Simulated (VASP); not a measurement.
Data:

```
RhO
1.0
    3.04285     0.00000     0.00000
   -1.52142     2.63518     0.00000
    0.00000     0.00000     5.32345
Rh O
2 2
Cartesian
  0.00000   0.00000   0.00000
  0.00000   0.00000   2.66173
  0.00000   1.75679   1.33086
  1.52143   0.87839   3.99259
```

Computed with PBEsol GGA, VASP's PBE PAW potentials (set 64) (plane waves; VASP). Run with 520 eV cut-off, Gaussian smearing of 0.050 eV, potentials Rh_pv O.

Problem. Give the energies of bands 11 to 24 at the high-symmetry points, in eV from the Fermi level.

Solution. 
```csv
band,Γ,M,K,A,L,H
11,-6.71,-6.95,-7.52,-5.79,-6.48,-6.66
12,-4.89,-6.30,-6.61,-5.79,-6.48,-6.66
13,-4.43,-5.65,-6.61,-5.79,-6.07,-6.46
14,-4.05,-4.78,-5.31,-5.79,-6.07,-6.46
15,-4.05,-4.57,-2.51,-2.34,-3.09,-2.05
16,-2.55,-2.34,-1.65,-2.34,-3.09,-2.05
17,-2.55,-1.07,-1.65,-1.93,-0.62,-1.44
18,-2.34,-0.99,-1.46,-1.93,-0.62,-1.44
19,-2.34,-0.72,-1.46,-1.93,-0.51,-0.75
20,-0.64,-0.43,0.16,-1.93,-0.51,-0.75
21,-0.64,-0.28,0.52,0.29,0.56,-0.57
22,0.33,0.41,0.52,0.29,0.56,-0.57
23,0.59,1.80,1.06,0.29,0.77,2.09
24,1.61,2.12,1.06,0.29,0.77,2.09
```

It has no gap at this level: it comes out as a metal or semimetal.

The structure was generated: RhO was put into the NiAs type type (P6_3/mmc), which need not be its known phase. It was relaxed first.
